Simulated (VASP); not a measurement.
# HfGe (Pm-3m) in VASP: a series of runs

One crystal, HfGe, is run at these levels: PBE, RPBE; tasks: relaxation of cell and atoms, relaxation of the atoms.

All numbers are computed with VASP 6.6.1; they aren't measurements. Logs are shortened: lines on timing, memory, paths and dates and some standing lists are left out, and cuts for length are marked.

## 1. The structure

Symmetry: Pm-3m, No. 221, cubic system. Conventional cell: a = 3.501 Å, b = 3.501 Å, c = 3.501 Å, α = 90.00°, β = 90.00°, γ = 90.00°. Hf (site symmetry m-3m) has 8 Ge at 3.03 Å as nearest neighbours. Ge (site symmetry m-3m) is surrounded by 8 Hf at 3.03 Å.

The cell was built by a generator and needn't be a form met in nature.

## 2. Relaxation of cell and atoms, PBE

The input, INCAR:

```
SYSTEM = HfGe
PREC = Accurate ; ENCUT = 600
EDIFF = 1E-6 ; ISMEAR = 0
SIGMA = 0.05 ; LREAL = .FALSE.
LASPH = .TRUE. ; NELM = 100
ALGO = Fast ; ISIF = 3
LWAVE = .FALSE. ; LCHARG = .FALSE.
GGA = PE ; IBRION = 2
NSW = 60 ; EDIFFG = -0.01
```

The input, KPOINTS:

```
Automatic mesh
0
G
  8 8 8
  0 0 0
```

The input, POSCAR:

```
HfGe
1.0
    3.5008378700      0.0000000000      0.0000000000
    0.0000000000      3.5008378700      0.0000000000
    0.0000000000      0.0000000000      3.5008378700
Hf Ge
1 1
Direct
    0.0000000000      0.0000000000      0.0000000000
    0.5000000000      0.5000000000      0.5000000000
```

Potentials or basis: VASP PAW PBE potentials, release 64 (Hf_pv, Ge_d).

Launch:

```console
$ cat potpaw_PBE.64/Hf_pv/POTCAR potpaw_PBE.64/Ge_d/POTCAR > POTCAR
$ mpirun -np 1 vasp_std > vasp.out
```

OUTCAR:

```text
SYSTEM = HfGe
   PREC = Accurate
   ENCUT = 600
   EDIFF = 1E-6
   ISMEAR = 0
   LREAL = .FALSE.
   LASPH = .TRUE.
   NELM = 100
   ISIF = 3
   GGA = PE
   IBRION = 2
   NSW = 60
   EDIFFG = -0.01

 ion  position               nearest neighbor table
   1  0.000  0.000  0.000-   2 3.03   2 3.03   2 3.03   2 3.03   2 3.03   2 3.03   2 3.03   2 3.03

   2  0.500  0.500  0.500-   1 3.03   1 3.03   1 3.03   1 3.03   1 3.03   1 3.03   1 3.03   1 3.03

  LATTYP: Found a simple cubic cell.
 ALAT       =     3.5008378700

  Lattice vectors:

 A1 = (   3.5008378700,   0.0000000000,   0.0000000000)
 A2 = (   0.0000000000,   3.5008378700,   0.0000000000)
 A3 = (   0.0000000000,   0.0000000000,   3.5008378700)

Analysis of symmetry for initial positions (statically):
=====================================================================
 Subroutine PRICEL returns:
 Original cell was already a primitive cell.

 Routine SETGRP: Setting up the symmetry group for a
 simple cubic supercell.

 Subroutine GETGRP returns: Found 48 space group operations
 (whereof 48 operations were pure point group operations)
 out of a pool of 48 trial point group operations.

The static configuration has the point symmetry O_h .

Analysis of symmetry for dynamics (positions and initial velocities):
=====================================================================
 Subroutine PRICEL returns:
 Original cell was already a primitive cell.

 Routine SETGRP: Setting up the symmetry group for a
 simple cubic supercell.

 Subroutine GETGRP returns: Found 48 space group operations
 (whereof 48 operations were pure point group operations)
 out of a pool of 48 trial point group operations.

The dynamic configuration has the point symmetry O_h .

 Subroutine INISYM returns: Found 48 space group operations
 (whereof 48 operations are pure point group operations),
 and found     1 'primitive' translations

----------------------------------------------------------------------------------------

                                     Primitive cell

  volume of cell :      42.9058

  direct lattice vectors                    reciprocal lattice vectors
     3.500837870  0.000000000  0.000000000     0.285645905  0.000000000  0.000000000
     0.000000000  3.500837870  0.000000000     0.000000000  0.285645905  0.000000000
     0.000000000  0.000000000  3.500837870     0.000000000  0.000000000  0.285645905

  length of vectors
     3.500837870  3.500837870  3.500837870     0.285645905  0.285645905  0.285645905

  position of ions in fractional coordinates (direct lattice)
     0.000000000  0.000000000  0.000000000
     0.500000000  0.500000000  0.500000000

  ion indices of the primitive-cell ions
   primitive index   ion index
                 1           1
                 2           2

----------------------------------------------------------------------------------------

 KPOINTS: Automatic mesh

Automatic generation of k-mesh.
 Grid dimensions read from file:
 generate k-points for:    8    8    8

 Generating k-lattice:

  Cartesian coordinates                     Fractional coordinates (reciprocal lattice)
     0.035705738  0.000000000  0.000000000     0.125000000  0.000000000  0.000000000
     0.000000000  0.035705738  0.000000000     0.000000000  0.125000000  0.000000000
     0.000000000  0.000000000  0.035705738     0.000000000  0.000000000  0.125000000

  Length of vectors
     0.035705738  0.035705738  0.035705738

  Shift w.r.t. Gamma in fractional coordinates (k-lattice)
     0.000000000  0.000000000  0.000000000

 Subroutine IBZKPT returns following result:
 ===========================================

 Found     35 irreducible k-points:

 Following reciprocal coordinates:
            Coordinates               Weight
  0.000000  0.000000  0.000000      1.000000
  0.125000  0.000000  0.000000      6.000000
  0.250000  0.000000  0.000000      6.000000
  0.375000  0.000000  0.000000      6.000000
  0.500000  0.000000  0.000000      3.000000
  0.125000  0.125000  0.000000     12.000000
[... 16 lines left out ...]
  0.375000  0.375000  0.125000     24.000000
  0.500000  0.375000  0.125000     24.000000
 [... further k-points ...]
   k-points           NKPTS =     35   k-points in BZ     NKDIM =     35   number of bands    NBANDS=     16
   number of dos      NEDOS =    301   number of ions     NIONS =      2
   total plane-waves  NPLWV =  21952
   dimension x,y,z NGX =    28 NGY =   28 NGZ =   28
   dimension x,y,z NGXF=    56 NGYF=   56 NGZF=   56
   ions per type =               1   1
   NGX,Y,Z   is equivalent  to a cutoff of  13.30, 13.30, 13.30 a.u.
   NGXF,Y,Z  is equivalent  to a cutoff of  26.59, 26.59, 26.59 a.u.
 SYSTEM =  HfGe
   PREC   = accura    normal or accurate (medium, high low for compatibility)
   ISTART =      0    job   : 0-new  1-cont  2-samecut
   ICHARG =      2    charge: 1-file 2-atom 10-const
   ISPIN  =      1    spin polarized calculation?
   LNONCOLLINEAR =      F non collinear calculations
   LSORBIT =      F    spin-orbit coupling
   LASPH  =      T    aspherical Exc in radial PAW
   ENCUT  =  600.0 eV  44.10 Ry    6.64 a.u.   6.99  6.99  6.99*2*pi/ulx,y,z
   NELM   =    100;   NELMIN=  2; NELMDL= -5     # of ELM steps
   EDIFF  = 0.1E-05   stopping-criterion for ELM
   LREAL  =      F    real-space projection
   EDIFFG = -.1E-01   stopping-criterion for IOM
   NSW    =     60    number of steps for IOM
   IBRION =      2    ionic relax: 0-MD 1-quasi-New 2-CG
   NFREE  =      1    steps in history (QN), initial steepest desc. (CG)
   ISIF   =      3    stress and relaxation
   ISYM   =      2    0-nonsym 1-usesym 2-fastsym
   POTIM  = 0.5000    time-step for ionic-motion
   TEBEG  =    0.0;   TEEND  =   0.0 temperature during run
   PSTRESS=    0.0 pullay stress
   NELECT =      24.0000    total number of electrons
   NUPDOWN=      -1.0000    fix difference up-down
   EMIN   =  10.00;   EMAX   =-10.00  energy-range for DOS
   EFERMI =   0.00;   METHOD = LEGACY
   ISMEAR =     0;   SIGMA  =   0.05  broadening in eV -4-tet -1-fermi 0-gaus
   EFERMI_NEDOS =   21; number of points for ismear=-14 and -15
   IALGO  =     68    algorithm
   IMIX   =      4    mixing-type and parameters
     AMIX     =   0.40;   BMIX     =  1.00
     AMIX_MAG =   1.60;   BMIX_MAG =  1.00
  volume/ion in A,a.u.               =      21.45       144.77
  Fermi-wavevector in a.u.,A,eV,Ry     =   1.348880  2.549013 24.755483  1.819477
  Thomas-Fermi vector in A             =   2.476512
   LORBIT       =      0    0 simple, 1 ext, 2 COOP (PROOUT), +10 PAW based schemes
   GGA     = PE    functional components
   LHFCALC =     F    Hartree Fock is set to
   AEXX    =    0.0000 exact exchange contribution
   IVDW    =     0    specifies the selected vdW correction
   LEPSILON=     F    determine dielectric tensor
   LRPA    =     F    only Hartree local field effects (RPA)
 conjugate gradient relaxation of ions
 non-spin polarized calculation
 RMM-DIIS sequential band-by-band and
 Gauss-broadening in eV      SIGMA  =   0.05
  energy-cutoff  :      600.00
  volume of cell :       42.91
 maximum number of plane-waves:      1472
 NGX is ok and might be reduce to    28
   NGX = 13   NGY = 13   NGZ = 13

--------------------------------------- Ionic step        1  -------------------------------------------

 number of electron      23.9999985 magnetization

 Free energy of the ion-electron system (eV)
  ---------------------------------------------------
  ext. energy  EPLUGINS =         0.00000000
  ---------------------------------------------------
  free energy    TOTEN  =       -14.75613811 eV

  energy without entropy =      -14.74917366  energy(sigma->0) =      -14.75265589

------------------------ aborting loop because EDIFF is reached ----------------------------------------

  FORCE on cell =-STRESS in cart. coord.  units (eV):
  Direction    XX          YY          ZZ          XY          YZ          ZX
  --------------------------------------------------------------------------------------
  -------------------------------------------------------------------------------------
  Total       -3.1307607     -3.1307607     -3.1307607     -0.0000000     -0.0000000      0.0000000
  in kB     -116.9080606   -116.9080606   -116.9080606     -0.0000000     -0.0000000      0.0000000
  external PRESSURE =    -116.9080606 kB  Pullay stress =       0.0000000 kB

 VOLUME and BASIS-vectors are now :
 -----------------------------------------------------------------------------
  energy-cutoff  :      600.00
  volume of cell :       42.91
      direct lattice vectors                 reciprocal lattice vectors
     3.500837870  0.000000000  0.000000000     0.285645905  0.000000000  0.000000000
     0.000000000  3.500837870  0.000000000     0.000000000  0.285645905  0.000000000
     0.000000000  0.000000000  3.500837870     0.000000000  0.000000000  0.285645905
[... 73 lines left out ...]
 POSITION                                       TOTAL-FORCE (eV/Angst)
 -----------------------------------------------------------------------------------
      0.00000      0.00000      0.00000         0.000000      0.000000      0.000000
      1.67465      1.67465      1.67465        -0.000000     -0.000000      0.000000
 -----------------------------------------------------------------------------------
    total drift:                                0.000000      0.000000      0.000000

  FREE ENERGIE OF THE ION-ELECTRON SYSTEM (eV)
  ---------------------------------------------------
  free  energy   TOTEN  =       -14.9791273409 eV

  energy  without entropy=      -14.9745102851  energy(sigma->0) =      -14.97681881

--------------------------------------- Ionic step        4  -------------------------------------------

 number of electron      23.9999990 magnetization

 Free energy of the ion-electron system (eV)
  ---------------------------------------------------
  ext. energy  EPLUGINS =         0.00000000
  ---------------------------------------------------
  free energy    TOTEN  =       -14.97914788 eV

  energy without entropy =      -14.97454798  energy(sigma->0) =      -14.97684793

 E-fermi :   6.5083     XC(G=0): -11.7579

 val. band max:        6.5054900958   @ k =   0.5000   0.2500   0.1250
 cond. band min:       6.5284387468   @ k =   0.2500   0.1250   0.0000
 fundamental gap:      0.0229486511
 Fermi energy:         6.5083261843

 k-point     1 :       0.0000    0.0000    0.0000
  band No.  band energies     occupation
      1     -24.1243      2.00000
      2     -24.1243      2.00000
      3     -24.1243      2.00000
      4     -17.5963      2.00000
      5     -17.5963      2.00000
      6     -17.5797      2.00000
[... 8 lines left out ...]
     15      10.1358      0.00000
     16      10.1358      0.00000
[... 419 lines left out ...]
 k-point    24 :       0.5000    0.3750    0.1250
  band No.  band energies     occupation
      1     -24.3604      2.00000
      2     -24.3177      2.00000
      3     -24.1175      2.00000
      4     -17.6005      2.00000
      5     -17.5890      2.00000
      6     -17.5888      2.00000
[... 8 lines left out ...]
     15       9.1683      0.00000
     16      11.8240      0.00000

 [... further k-points ...]

------------------------ aborting loop because EDIFF is reached ----------------------------------------

  FORCE on cell =-STRESS in cart. coord.  units (eV):
  Direction    XX          YY          ZZ          XY          YZ          ZX
  --------------------------------------------------------------------------------------
  -------------------------------------------------------------------------------------
  Total        0.0130188      0.0130188      0.0130188     -0.0000000      0.0000000      0.0000000
  in kB        0.5566678      0.5566678      0.5566678     -0.0000000      0.0000000      0.0000000
  external PRESSURE =       0.5566678 kB  Pullay stress =       0.0000000 kB

 VOLUME and BASIS-vectors are now :
 -----------------------------------------------------------------------------
  energy-cutoff  :      600.00
  volume of cell :       37.47
      direct lattice vectors                 reciprocal lattice vectors
     3.346276604 -0.000000000  0.000000000     0.298839611  0.000000000  0.000000000
    -0.000000000  3.346276604 -0.000000000     0.000000000  0.298839611  0.000000000
    -0.000000000 -0.000000000  3.346276604    -0.000000000  0.000000000  0.298839611

 POSITION                                       TOTAL-FORCE (eV/Angst)
 -----------------------------------------------------------------------------------
      0.00000      0.00000      0.00000         0.000000      0.000000      0.000000
      1.67314      1.67314      1.67314        -0.000000     -0.000000      0.000000
 -----------------------------------------------------------------------------------
    total drift:                                0.000000      0.000000      0.000000

  FREE ENERGIE OF THE ION-ELECTRON SYSTEM (eV)
  ---------------------------------------------------
  free  energy   TOTEN  =       -14.9791478826 eV

  energy  without entropy=      -14.9745479811  energy(sigma->0) =      -14.97684793

 reached required accuracy - stopping structural energy minimisation
```

Run time: 1.9 min. Hardware: 1 thread of AMD EPYC 7R43 (Zen 3), shared host; peak memory 0.15 GiB.

What came out:

* Free energy: -14.9791 eV
* Relaxed volume: 18.74 Å³/atom
* Relaxed cell: a = 3.346 Å, b = 3.346 Å, c = 3.346 Å, α = 90.00°, β = 90.00°, γ = 90.00°
* Space group after relaxing (to 0.05 Å): Pm-3m (No. 221)
* Energy gained by relaxing: 111.5 meV/atom
* Ionic steps: 4
* Pressure after relaxing: 0.1 GPa
* Band gap on the k mesh: none (metal or under the smearing width)

Step by step:
```tsv
step	energy change (eV)	largest force (eV/Å)	pressure (GPa)	volume (Å³)
1	0.0000	0.0000	-11.69	42.91
2	-0.0706	0.0000	14.83	33.90
3	-0.2230	0.0000	-0.15	37.57
4	-0.2230	0.0000	0.06	37.47
```

Final structure:
```
Hf Ge
1.0
     3.34628    0.00000    0.00000
     0.00000    3.34628    0.00000
     0.00000    0.00000    3.34628
Hf Ge
1 1
Direct
  0.00000 0.00000 0.00000
  0.50000 0.50000 0.50000
```

The run has no spin-orbit coupling, so splittings on Hf are missing.

(Part 1 of 2 ends here.)
